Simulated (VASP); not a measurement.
Be2Si: elastic constants with optPBE-vdW

The system is Be2Si.

```
Si Be
1.0
     0.00000    2.64000    2.64000
     2.64000    0.00000    2.64000
     2.64000    2.64000    0.00000
Si Be
1 2
Direct
  0.00000 0.00000 0.00000
  0.25000 0.25000 0.25000
  0.75000 0.75000 0.75000
```

The cell comes from a database or a generator and needn't be the stable form of this composition.

- Program: VASP 6.6.1
- Task: elastic constants
- Functional: optPBE-vdW
- Potentials or basis: VASP PAW PBE potentials, release 54 (Si, Be)
- Cutoff: 600 eV
- k mesh: 7 × 7 × 7
- Occupations: methfessel-paxton, width 0.1 eV
- Spin: no spin polarisation
- Ions in elastic constants: relaxed
- Further INCAR settings: ALGO = Normal; EDIFF = 1e-08; IBRION = 6; POTIM = 0.015; NSW = 1; ISIF = 3

- Relaxed volume: 12.47 Å³/atom
- Relaxed cell: a = 3.754 Å, b = 3.754 Å, c = 3.754 Å, α = 60.00°, β = 60.00°, γ = 60.00°
- Space group after relaxing (to 0.05 Å): Fm-3m (No. 225)
- Elastic constants C11, C12, C44: 124, 83, 77 GPa
- Voigt bulk modulus: 97 GPa
- Highest phonon frequency at Γ, LO-TO splitting left out: 428 cm⁻¹

The path:
```csv
step,energy change (eV),largest force (eV/Å),pressure (GPa),volume (Å³)
1,0.0000,0.0000,1.62,36.80
2,-0.0030,0.0000,-0.16,37.47
3,-0.0030,0.0000,0.00,37.40
```

Final structure:
```
CELL_PARAMETERS angstrom
0.00000 2.65433 2.65433
2.65433 0.00000 2.65433
2.65433 2.65433 0.00000
ATOMIC_POSITIONS crystal
Si 0.00000 0.00000 0.00000
Be 0.25000 0.25000 0.25000
Be 0.75000 0.75000 0.75000
```

Phonon frequencies in cm⁻¹ (negative: imaginary):
| q point | frequencies |
| --- | --- |
| (0.000, 0.000, 0.000) | 0 0 0 293 293 293 428 428 428 |

Elastic tensor in Voigt notation (GPa, in the Cartesian axes of the cell as first typed):
```
124  83  83   0   0   0
 83 124  83   0   0   0
 83  83 124   0   0   0
  0   0   0  77   0   0
  0   0   0   0  77   0
  0   0   0   0   0  77
```

Clamped-ion elastic tensor (GPa):
```
124  83  83   0   0   0
 83 124  83   0   0   0
 83  83 124   0   0   0
  0   0   0 108   0   0
  0   0   0   0 108   0
  0   0   0   0   0 108
```

Run time: 9.8 min on 1 thread of Intel(R) Xeon(R) 6975P-C (Granite Rapids) (shared host), peak memory 0.39 GiB.

Caveat: the PAW data sets were made with another functional, which shifts forces and pressure a little.
